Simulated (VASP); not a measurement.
Data:

```
KTaO3
1.0
    4.01488     0.00000     0.00000
    0.00000     4.01488     0.00000
    0.00000     0.00000     4.01488
K Ta O
1 1 3
Direct
  0.00000   0.00000   0.00000
  0.50000   0.50000   0.50000
  0.50000   0.00000   0.50000
  0.00000   0.50000   0.50000
  0.50000   0.50000   0.00000
```

Method: PBE GGA with D4 dispersion, VASP's PBE PAW potentials (set 64) (plane waves; VASP 6.6.1). Numerical set-up: 520 eV cut-off, 6×6×6 Γ-centred mesh, tetrahedra with Blöchl corrections, potentials K_sv Ta_pv O.

Unless said otherwise, spin-orbit coupling is left out, though it shifts the bands of the heavy elements here.

### Question
Estimate the energy per atom (σ→0), band gap (on the k-mesh) with the smallest direct gap where there is one.

### Answer

```json
{
  "band gap (on the k-mesh)": "2.13 eV",
  "smallest direct gap (on the k-mesh)": "2.76 eV",
  "energy per atom (σ→0)": "-8367 meV/atom"
}
```

The compound is KTaO3 in the cubic perovskite structure. It was relaxed first.
